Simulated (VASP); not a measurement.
Given:

```
InPd
1.0
    3.28945     0.00000     0.00000
    0.00000     3.28945     0.00000
    0.00000     0.00000     3.28945
In Pd
1 1
Direct
  0.50000   0.50000   0.50000
  0.00000   0.00000   0.00000
```

Level of theory: vdW-DF-cx, VASP's PBE PAW potentials (set 64) (plane waves; VASP). Numerical set-up: 520 eV cut-off, 11×11×11 Γ-centred mesh, first-order Methfessel-Paxton smearing of 0.10 eV, potentials In_d Pd.

Unless said otherwise, spin-orbit coupling is left out, though it shifts the bands of the heavy elements here.

**Question.** What does the run give for the energy per atom (σ→0), pressure, band gap (on the k-mesh) with the smallest direct gap where there is one?

**Answer.** 
```yaml
band gap (on the k-mesh): none (metal, semimetal or under 0.01 eV)
energy per atom (σ→0): -1.579 eV/atom
pressure: -3.86 GPa
```

Only differences to runs with the same potentials and settings are physical.

The compound is PdIn in the CsCl type structure. This cell is one point of a volume scan, at 1.03 of the reference volume. The electron count is odd and the run is not spin-polarised, which forces a metal.
